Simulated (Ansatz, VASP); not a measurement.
# InP: VASP beside Ansatz

Wanted: the spread between two codes on one cell, functional and k mesh. The cell is taken from a series of runs on this material, whose earlier steps may have relaxed, scaled, displaced or heated it; both programs get it as it stands.

Program: Ansatz 0.2.0. Level of theory: plane waves, with VASP 6.6.1 beside it; zone-centre phonons at PBE. Results are calculated unless marked as measured.

### 1. Starting point

Symmetry: F-43m, No. 216, cubic system. The conventional cell has a = 6.077 Å, b = 6.077 Å, c = 6.077 Å, α = 90.00°, β = 90.00°, γ = 90.00°. P has 4 In at 2.63 Å nearest. Nearest to In lie 4 P at 2.63 Å. Farther neighbours are not listed.

As a file:

```cif
data_structure
_symmetry_space_group_name_H-M 'P 1'
_symmetry_Int_Tables_number 1
_cell_length_a 4.2968
_cell_length_b 4.2968
_cell_length_c 4.2968
_cell_angle_alpha 60.000
_cell_angle_beta 60.000
_cell_angle_gamma 60.000
_cell_volume 56.09
loop_
_atom_site_label
_atom_site_type_symbol
_atom_site_fract_x
_atom_site_fract_y
_atom_site_fract_z
_atom_site_occupancy
P1 P 0.75000 0.75000 0.75000 1
In2 In 0.00000 0.00000 0.00000 1
```

### 2. Ansatz: zone-centre phonons, PBE

Ansatz runs on its PAW soft_1 files.

Second derivatives magnify differences that forces hide, and they need a tight electronic threshold.

input.yaml reads:

```yaml
crystal:
  lattice:
    - [0.0, 3.0383033046, 3.0383033046]
    - [3.0383033046, 0.0, 3.0383033046]
    - [3.0383033046, 3.0383033046, 0.0]
  atoms:
    - { symbol: P, position: [0.75, 0.75, 0.75] }
    - { symbol: In, position: [0.0, 0.0, 0.0] }
kpoints:
  mp_grid: { grid: [20, 20, 20] }
hamiltonian:
  xc: pbe
  pseudopotentials: { kind: paw, azcp: { folder: soft_1 } }
scf:
  occupations: { method: gaussian, width: 0.02 }
output:
  eigenvalues: true
phonons:
  method: dfpt
```

The run is started by

```
ansatz run input.yaml --threads 4 --pin off --max-ram 10240MiB --backend cpu --events-out ev --progress --plain --runs-dir out
```

Numbers of over 12 decimals in the logs are rounded to 6 here.

Output:

```text
zone centre: on kpoints.mp_grid the ground state, and the responses unless they are solved on pairs of k-points, stand on 641 of the mesh's 8000 k-points, reduced under 8 symmetry operations, with k and −k counted as one. Each operation leaves every solved displacement unchanged or reverses it
Engine: ansatz 0.2.0, aarch64-unknown-linux-gnu
Pseudopotentials: kind: paw
Pseudopotential: P, paw, valence charge 5, recommended cutoff 420 eV (normal), soft_1/P.paw.azcp
Pseudopotential: In, paw, valence charge 13, recommended cutoff 420 eV (normal), soft_1/In.paw.azcp
Functional definition: PBE
  parameter kappa = 0.804
  parameter beta = 0.066725
  exchange = pbe_x(kappa = kappa, mu = beta*pi^2/3)
  correlation = pbe_c(beta = beta)
Crystal: 2 atoms, lattice volume = 56.095 Å³
Basis set: ecut = 420 eV, 1067 PW (Γ), exchange–correlation on 60×60×60 points (8 copies of the dense FFT grid, shifted against one another)
Bands: 13, of which v1, the nominal top of the filled ones, is band 9 counted from 1 (8 counted from 0)
Symmetry: 24 space group operations
k-points: 641 of 8000 (irreducible under 8 space group operations, time reversal used)
Non-local potential: P, projectors of the file, l = 0: 2, l = 1: 2, l = 2: 1
Non-local potential: In, projectors of the file, l = 0: 2, l = 1: 2, l = 2: 2, l = 3: 1
PAW form: soft (Blöchl's): semilocal exchange-correlation on the pseudo side does not see the compensation charge
PAW one-centre angular grid: P, 110 points (default); XC on 64 Gauss nodes
PAW one-centre angular grid: In, 590 points (default); XC on 64 Gauss nodes
Initial density: superposition of atomic densities (chi_scale 0.1, normalization cell, long waves kept (reshape's long-wave potential 0.00 eV rms))
Initial wavefunctions: pseudopotential atomic-orbital guess
Functional: x = pbe(κ = 0.804, μ = 0.219515), c = pbe(β = 0.066725)
SCF iter   1: F=—  HF=-6354.232076 eV  |F-HF|=—  |Δ(HF+E_count)|=         —  Δρ=3.08e-2  dr2=7.89e-1  ethr=3.10e-3  ⟨swp⟩=6.7  Hψ=58388  notcnv=0
preconditioner: auto → none  [insulator: Δε(μ)=0.413 eV  Ē_g=14.086 eV  σ=0.020 eV  W_gap=1.00  n_scr=14 (ndim 8)  ℏωp=21.0 eV  f_vac=0.000  D(μ)=0.00/eV (n_scr^D=0)  ε∞_Penn≈3.2]
SCF iter   2: F=—  HF=-6354.057133 eV  |F-HF|=—  |Δ(HF+E_count)|=   1.75e-1  Δρ=1.48e-2  dr2=9.81e-2  ethr=3.10e-3  ⟨swp⟩=3.2  Hψ=19418  notcnv=0
SCF iter   3: F=—  HF=-6354.045732 eV  |F-HF|=—  |Δ(HF+E_count)|=   1.14e-2  Δρ=5.94e-3  dr2=1.62e-2  ethr=5.45e-4  ⟨swp⟩=2.4  Hψ=13909  notcnv=0
SCF iter   4: F=—  HF=-6354.045506 eV  |F-HF|=—  |Δ(HF+E_count)|=   2.26e-4  Δρ=8.44e-4  dr2=2.60e-4  ethr=9.02e-5  ⟨swp⟩=3.3  Hψ=16855  notcnv=0
SCF iter   5: F=—  HF=-6354.045471 eV  |F-HF|=—  |Δ(HF+E_count)|=   3.47e-5  Δρ=2.31e-4  dr2=1.38e-5  ethr=1.45e-6  ⟨swp⟩=2.0  Hψ=14687  notcnv=0
SCF iter   6: F=—  HF=-6354.045487 eV  |F-HF|=—  |Δ(HF+E_count)|=   1.56e-5  Δρ=2.94e-5  dr2=3.69e-7  ethr=7.69e-8  ⟨swp⟩=2.9  Hψ=14035  notcnv=0
SCF iter   7: F=—  HF=-6354.045487 eV  |F-HF|=—  |Δ(HF+E_count)|=   6.33e-8  Δρ=2.68e-6  dr2=3.77e-9  ethr=2.05e-9  ⟨swp⟩=2.0  Hψ=14049  notcnv=0
SCF iter   8: F=—  HF=-6354.045487 eV  |F-HF|=—  |Δ(HF+E_count)|=   4.48e-9  Δρ=3.23e-7  dr2=4.83e-11  ethr=2.10e-11  ⟨swp⟩=2.1  Hψ=10965  notcnv=0
SCF iter   9: F=-6354.045487 eV  HF=-6354.045487 eV  |F-HF|=3.64e-12  |Δ(HF+E_count)|=  4.91e-11  Δρ=7.05e-8  dr2=3.76e-12  ethr=1.00e-12  ⟨swp⟩=8.0  Hψ=48414  notcnv=0
SCF 1 converged in 9 iterations: F = -6354.045487 eV  dr2 = 3.76e-12
  greatest PAW one-centre occupation: 0.982 electrons in one spin orbital (limit 2), on the In atom at site 1 (counted from 0), in its partial waves of l = 2
DFPT response loops at Γ: preconditioner auto → none (the input reference at scf.mixing.eps_inf says where Resta's filter doesn't serve); β = 0.50; Broyden in place of MSR1
SCF converged after 9 iterations
Free energy (F): -6354.045487 eV
Harris-Foulkes:  -6354.045487 eV  (|F-HF|=3.64e-12)
Internal energy: -6354.045487 eV  (E = F + TS)
E sigma→0 (E₀):  -6354.045487 eV
Fermi energy:    5.794082 eV
--- Per-component energies (eV) ---
  E_band       = -70.796561
  E_kinetic    = 284.291645
  E_local      = -1395.672644  (includes V_loc(G=0)·N_el)
  E_nonlocal   = 359.401414
  E_hartree    = 557.552629
  E_xc         = -214.064968
  E_vxc        = -148.094948  (∫ρ·V_xc dr)
  E_paw        = -4768.157880  (= ΣΔE_a)
  E_vpaw       = -285.827423  (= ΣTr[D̂ρ^β])
  E_aug_tail   = 0.000145  (compensation charges beyond the density's cutoff)
  E_ewald      = -1177.395827
  E_smearing   = -0.000000  (= −TS)
  E_closure    = 0.000000  (closes the sum)
  Σ components = -6354.045487   (vs F -6354.045487, Δ=0.00e0)
--- Band table (eV; the first three rows and the last of 641) ---
  k-point 0: bands = [... 5 lower, -5.1000, 5.7303, 5.7303, 5.7303, 5.8544, 9.8025, 9.8025, 9.8025]
  k-point 1: bands = [... 5 lower, -5.0758, 5.1587, 5.7032, 5.7032, 6.3559, 9.7964, 9.8457, 9.8457]
  k-point 2: bands = [... 5 lower, -5.0039, 4.4906, 5.6277, 5.6277, 6.8013, 9.8227, 9.9644, 9.9644]
  k-point 640: bands = [... 5 lower, -3.1248, 0.5452, 3.2042, 3.2724, 9.6613, 10.0019, 11.0143, 11.9288]
--- Phonons (Γ-DFPT): 2 representative perturbations + reference, on 641 of 8000 k-points (Σ response iterations 6) ---
  k mesh reduced under 8 symmetry operations, with k and −k counted as one. Each operation leaves every solved displacement unchanged or reverses it
  ASR residual: 5.861e-5 → 0.000e0 eV/Å²; symmetrization residual: 1.792e-7 eV/Å²
  ASR residual per site (eV/Å²): 5.86e-5 1.21e-5
  Γ frequencies (cm⁻¹): 0.00 0.00 0.00 262.73 262.73 262.73
  non-analytic LO–TO correction: not included (Born effective charges unavailable; polar crystals: no LO–TO splitting at Γ)
```

### 3. VASP: zone-centre phonons, PBE

The same cell, functional, mesh and smearing now go to VASP, with its own data sets.

Lines of VASP's logs that name or quote its potential files are left out, and so is its time.

INCAR reads:

```
SYSTEM = InP
PREC = Accurate
ENCUT = 500
EDIFF = 1E-08
NELM = 120
ISMEAR = 0
SIGMA = 0.02
LREAL = .FALSE.
ALGO = Normal
GGA = PE
NBANDS = 15
LORBIT = 11
LWAVE = .FALSE.
LCHARG = .FALSE.
ISIF = 2
IBRION = 8
LASPH = .TRUE.
GGA_COMPAT = .FALSE.
EFERMI = MIDGAP
KPAR = 2
```

POSCAR reads:

```
InP
1.0
    0.0000000000      3.0383033046      3.0383033046
    3.0383033046      0.0000000000      3.0383033046
    3.0383033046      3.0383033046      0.0000000000
P In
1 1
Direct
    0.7500000000      0.7500000000      0.7500000000
    0.0000000000      0.0000000000      0.0000000000
```

KPOINTS reads:

```
Automatic mesh
0
Gamma
20 20 20
0 0 0
```

Potentials, in the order of the species: P and In_d (PBE family, release 64).

The run is started by

```
mpirun -np 2 vasp_std
```

Output:

```text
[banner, memory and clock lines left out]
running    2 mpi-ranks, on    1 nodes
 distrk:  each k-point on    1 cores,    2 groups
 distr:  one band on    1 cores,    1 groups

 POSCAR found type information on POSCAR P In
 POSCAR found :  2 types and       2 ions
 LDA part: xc-table for (Slater+PW92), standard interpolation
 POSCAR, INCAR and KPOINTS ok, starting setup
 FFT: planning ... GRIDC
 FFT: planning ... GRID_SOFT
 FFT: planning ... GRID
 WAVECAR not read
 entering main loop
       N       E                     dE             d eps       ncg     rms          rms(c)
DAV:   1     0.110879930156E+03    0.11088E+03   -0.81724E+03  7723   0.124E+03
DAV:   2    -0.100146267676E+01   -0.11188E+03   -0.10762E+03  8331   0.299E+02
DAV:   3    -0.854028405512E+01   -0.75388E+01   -0.74982E+01  9948   0.784E+01
DAV:   4    -0.874679391747E+01   -0.20651E+00   -0.20643E+00  9720   0.146E+01
DAV:   5    -0.875641786331E+01   -0.96239E-02   -0.96237E-02 11722   0.263E+00    0.480E+00
DAV:   6    -0.839343794001E+01    0.36298E+00   -0.64647E-01 12080   0.122E+01    0.291E+00
DAV:   7    -0.837525066769E+01    0.18187E-01   -0.13883E-01 10805   0.272E+00    0.115E+00
DAV:   8    -0.837612204220E+01   -0.87137E-03   -0.11927E-02  9938   0.132E+00    0.232E-01
DAV:   9    -0.837686591310E+01   -0.74387E-03   -0.15840E-03  9913   0.480E-01    0.154E-01
DAV:  10    -0.837696553010E+01   -0.99617E-04   -0.16951E-04 11278   0.107E-01    0.966E-02
DAV:  11    -0.837704362984E+01   -0.78100E-04   -0.94267E-05  9024   0.691E-02    0.205E-02
DAV:  12    -0.837704619792E+01   -0.25681E-05   -0.10384E-05 10361   0.462E-02    0.128E-02
DAV:  13    -0.837704666872E+01   -0.47080E-06   -0.10600E-06  9269   0.643E-03    0.107E-02
DAV:  14    -0.837704708003E+01   -0.41131E-06   -0.59701E-07  8723   0.628E-03    0.169E-03
DAV:  15    -0.837704702660E+01    0.53427E-07   -0.23745E-08 10392   0.103E-03    0.151E-03
DAV:  16    -0.837704702775E+01   -0.11482E-08   -0.37863E-09  6808   0.384E-04
   1 F= -.83770470E+01 E0= -.83770470E+01  d E =-.446080E-09
 Linear response reoptimize wavefunctions to high precision
DAV:   1    -0.837704703115E+01   -0.34051E-08   -0.10852E-09  7375   0.239E-04
DAV:   2    -0.837704703118E+01   -0.26375E-10   -0.14941E-10  5338   0.107E-04
 Linear response DOF=           2
 Linear response progress:
  Degree of freedom:   1/  2
       N       E                     dE             d eps       ncg     rms          rms(c)
RMM:   1    -0.500961455291E-01   -0.50096E-01    0.37802E-02 72891   0.162E+00
RMM:   2    -0.481892111812E-01    0.19069E-02   -0.63359E-04 57253   0.564E-01    0.132E-01
RMM:   3    -0.487092883973E-01   -0.52008E-03   -0.12687E-03 65458   0.239E-01    0.530E-02
RMM:   4    -0.489960083227E-01   -0.28672E-03   -0.17129E-04 65675   0.950E-02    0.173E-02
RMM:   5    -0.490419228405E-01   -0.45915E-04   -0.13170E-05 67310   0.280E-02    0.105E-02
RMM:   6    -0.490372121539E-01    0.47107E-05   -0.40995E-06 64307   0.116E-02    0.351E-03
RMM:   7    -0.490381327299E-01   -0.92058E-06   -0.36391E-07 65826   0.461E-03    0.146E-03
RMM:   8    -0.490411711475E-01   -0.30384E-05   -0.57199E-08 65482   0.162E-03    0.330E-04
RMM:   9    -0.490410542593E-01    0.11689E-06    0.15065E-07 73261   0.584E-04    0.252E-04
RMM:  10    -0.490410312613E-01    0.22998E-07   -0.32082E-08 63911   0.238E-04    0.744E-05
RMM:  11    -0.490411976767E-01   -0.16642E-06    0.52558E-08 72247   0.112E-04    0.472E-05
RMM:  12    -0.490411998280E-01   -0.21513E-08    0.90192E-08 75248   0.467E-05    0.367E-05
 first order change of Fermi-energy   0.43176E-04
 force on displaced ion       1 direction 1 :  -6.145   0.000   0.000
 Linear response progress:
  Degree of freedom:   2/  2
       N       E                     dE             d eps       ncg     rms          rms(c)
RMM:   1    -0.233130127543E+00   -0.23313E+00   -0.11007E-01 47019   0.485E+00
RMM:   2    -0.235608059759E+00   -0.24779E-02   -0.12320E-02 59447   0.999E-01    0.879E-02
RMM:   3    -0.235415737801E+00    0.19232E-03   -0.15013E-03 66264   0.309E-01    0.430E-02
RMM:   4    -0.235100219808E+00    0.31552E-03   -0.15167E-04 67009   0.107E-01    0.256E-02
RMM:   5    -0.234970829862E+00    0.12939E-03   -0.34138E-05 67374   0.406E-02    0.857E-03
RMM:   6    -0.234943998209E+00    0.26832E-04   -0.16649E-05 67860   0.142E-02    0.226E-03
RMM:   7    -0.234956519724E+00   -0.12522E-04   -0.73963E-06 70275   0.424E-03    0.111E-03
RMM:   8    -0.234958777556E+00   -0.22578E-05   -0.23493E-06 67587   0.176E-03    0.288E-04
RMM:   9    -0.234958837345E+00   -0.59790E-07   -0.19440E-06 73402   0.742E-04    0.968E-05
RMM:  10    -0.234958453839E+00    0.38351E-06   -0.89887E-07 71937   0.334E-04    0.585E-05
RMM:  11    -0.234958569520E+00   -0.11568E-06   -0.57656E-07 72142   0.170E-04    0.335E-05
RMM:  12    -0.234958549114E+00    0.20406E-07   -0.17861E-07 74391   0.938E-05    0.135E-05
RMM:  13    -0.234958588399E+00   -0.39286E-07   -0.97436E-08 69698   0.577E-05    0.118E-05
RMM:  14    -0.234958598030E+00   -0.96311E-08   -0.53723E-08 75192   0.368E-05    0.236E-06
 first order change of Fermi-energy   0.14013E-04
 force on displaced ion       2 direction 1 :  -6.131  -0.000  -0.000
 Linear response finished
```

Parts of OUTCAR (step 3):

```text
ion  position               nearest neighbor table
   1  0.750  0.750  0.750-   2 2.63   2 2.63   2 2.63   2 2.63
   2  0.000  0.000  0.000-   1 2.63   1 2.63   1 2.63   1 2.63

  LATTYP: Found a face centered cubic cell.
 ALAT       =     6.0766066092

 Subroutine GETGRP returns: Found 24 space group operations
 (whereof 24 operations were pure point group operations)

The static configuration has the point symmetry T_d .

 Found    256 irreducible k-points:

   k-points           NKPTS =    256   k-points in BZ     NKDIM =    256   number of bands    NBANDS=     15

   dimension x,y,z NGX =    32 NGY =   32 NGZ =   32
   dimension x,y,z NGXF=    64 NGYF=   64 NGZF=   64

   ENCUT  =  500.0 eV  36.75 Ry    6.06 a.u.   7.83  7.83  7.83*2*pi/ulx,y,z

   NELECT =      18.0000    total number of electrons

 k-points in reciprocal lattice and weights: Automatic mesh
   0.00000000  0.00000000  0.00000000       0.000
   0.05000000  0.00000000  0.00000000       0.001
   0.10000000  0.00000000  0.00000000       0.001
   0.15000000  0.00000000  0.00000000       0.001
   0.20000000  0.00000000  0.00000000       0.001
   0.25000000  0.00000000  0.00000000       0.001
   0.30000000  0.00000000  0.00000000       0.001
   0.35000000  0.00000000  0.00000000       0.001
   0.40000000  0.00000000  0.00000000       0.001
[...]
-0.30000000  0.50000000  0.20000000       0.002
  -0.25000000  0.50000000  0.25000000       0.001

 average (electrostatic) potential at core
       1 -83.7893       2 -96.6637

  Total       -1.0656946     -1.0656946     -1.0656946      0.0000000     -0.0000000     -0.0000000
  in kB      -30.4382698    -30.4382698    -30.4382698      0.0000000     -0.0000000     -0.0000000
  external PRESSURE =     -30.4382698 kB  Pullay stress =       0.0000000 kB

  energy-cutoff  :      500.00
  volume of cell :       56.09
      direct lattice vectors                 reciprocal lattice vectors
     0.000000000  3.038303305  3.038303305    -0.164565532  0.164565532  0.164565532
     3.038303305  0.000000000  3.038303305     0.164565532 -0.164565532  0.164565532
     3.038303305  3.038303305  0.000000000     0.164565532  0.164565532 -0.164565532

 POSITION                                       TOTAL-FORCE (eV/Angst)
 -----------------------------------------------------------------------------------
      4.55745      4.55745      4.55745        -0.000000     -0.000000     -0.000000
      0.00000      0.00000      0.00000         0.000000      0.000000      0.000000
 -----------------------------------------------------------------------------------
    total drift:                               -0.000000     -0.000000     -0.000000

 Eigenvectors and eigenvalues of the dynamical matrix
 ----------------------------------------------------

   1 f  =    7.844364 THz    49.287592 2PiTHz  261.659816 cm-1    32.441668 meV
             X         Y         Z           dx          dy          dz
      4.557455  4.557455  4.557455    -0.887649    0.000000    0.000000
      0.000000  0.000000  0.000000     0.460520    0.000000    0.000000

   2 f  =    7.844364 THz    49.287592 2PiTHz  261.659816 cm-1    32.441668 meV
             X         Y         Z           dx          dy          dz
      4.557455  4.557455  4.557455     0.000000   -0.887649   -0.000000
      0.000000  0.000000  0.000000     0.000000    0.460520    0.000000

   3 f  =    7.844364 THz    49.287592 2PiTHz  261.659816 cm-1    32.441668 meV
             X         Y         Z           dx          dy          dz
      4.557455  4.557455  4.557455     0.000000   -0.000000    0.887649
      0.000000  0.000000  0.000000     0.000000   -0.000000   -0.460520

   4 f/i=    0.003567 THz     0.022409 2PiTHz    0.118966 cm-1     0.014750 meV
             X         Y         Z           dx          dy          dz
      4.557455  4.557455  4.557455     0.000000   -0.378175    0.262796
      0.000000  0.000000  0.000000     0.000000   -0.728931    0.506538

   5 f/i=    0.003567 THz     0.022409 2PiTHz    0.118966 cm-1     0.014750 meV
             X         Y         Z           dx          dy          dz
      4.557455  4.557455  4.557455    -0.460520    0.000000    0.000000
      0.000000  0.000000  0.000000    -0.887649    0.000000    0.000000

   6 f/i=    0.003567 THz     0.022409 2PiTHz    0.118966 cm-1     0.014750 meV
             X         Y         Z           dx          dy          dz
      4.557455  4.557455  4.557455     0.000000    0.262796    0.378175
      0.000000  0.000000  0.000000     0.000000    0.506538    0.728931

 ELASTIC MODULI CONTR FROM IONIC RELAXATION (kBar)
 Direction    XX          YY          ZZ          XY          YZ          ZX
 --------------------------------------------------------------------------------
 XX          -0.0000     -0.0000     -0.0000     -0.0000      0.0000     -0.0000
 YY          -0.0000     -0.0000     -0.0000     -0.0000     -0.0000     -0.0000
 ZZ          -0.0000     -0.0000     -0.0000      0.0000     -0.0000     -0.0000
 XY          -0.0000     -0.0000      0.0000    -95.3242      0.0000     -0.0000
 YZ           0.0000     -0.0000     -0.0000      0.0000    -95.3242      0.0000
 ZX          -0.0000     -0.0000     -0.0000     -0.0000      0.0000    -95.3242
 --------------------------------------------------------------------------------
```

### 4. Differences

Known differences besides the potentials themselves: the cutoff is 420 eV in Ansatz and 500 eV in VASP. Total energies have different zeros and are not compared.

Compared:

```csv
quantity,Ansatz,VASP,difference
optical mode 1 to 3 (cm⁻¹),262.7,261.7,+0.41 %
```

Modes are paired by rising frequency, not by their patterns, so a pair may set unlike modes beside each other; they are those without the splitting of longitudinal modes.

### 5. Results

| Item | Value |
| --- | --- |
| r.m.s. difference of the optical zone-centre modes, each program's sorted by frequency (zone-centre phonons, PBE) | 1.1 cm⁻¹ |

What this shows: The r.m.s. difference of the optical zone-centre modes, each program's sorted by frequency is 1.1 cm⁻¹ (zone-centre phonons, PBE). 1 further run of this series is not shown here. How closely two codes agree says nothing of how well the functional describes the real material.

[Lines on the potential files, build, host, timing and source positions are cut from VASP's logs without a mark.]

[Logs are printed without paths, hosts, clocks, repeated set-up lines and the standing remarks that a program may print on its own settings, such as how far it seeks lower states.]

[Hosts, paths, dates, database ids (printed as entryN), source tags and the programs' standing remarks are cut or masked in the printed files.]
